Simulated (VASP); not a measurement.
Input:

```yaml
crystal:
  lattice:
    - [4.33005, 0.00000, 0.00000]
    - [-2.16503, 3.74994, 0.00000]
    - [0.00000, 0.00000, 4.88124]
  atoms:
    - { symbol: V, position: [0.33333, 0.66667, 0.93749] }
    - { symbol: V, position: [0.66667, 0.33333, 0.43749] }
    - { symbol: Al, position: [0.33333, 0.66667, 0.43751] }
    - { symbol: Al, position: [0.66667, 0.33333, 0.93751] }
```

Level of theory: PBEsol GGA, VASP's PBE PAW potentials (set 64) (plane waves; VASP). Run with 400 eV cut-off, 7×7×6 Γ-centred mesh, first-order Methfessel-Paxton smearing of 0.10 eV, potentials V_sv Al.

Question: Estimate the energy per atom (σ→0), band gap (on the k-mesh) with the smallest direct gap where there is one.

Answer: 
```json
{
  "band gap (on the k-mesh)": "none (metal, semimetal or under 0.01 eV)",
  "energy per atom (σ→0)": "-5.720 eV/atom"
}
```

The absolute energy has meaning only against runs of the same code, potentials and settings.

The structure was generated: VAl was put into the wurtzite type (P6_3mc), which need not be its known phase. It was relaxed first, which changed the volume by -37 %. The relaxed cell has space group P6_3/mmc. The start is the result of an earlier pass. The run is not spin-polarised, so no magnetic state was tried.
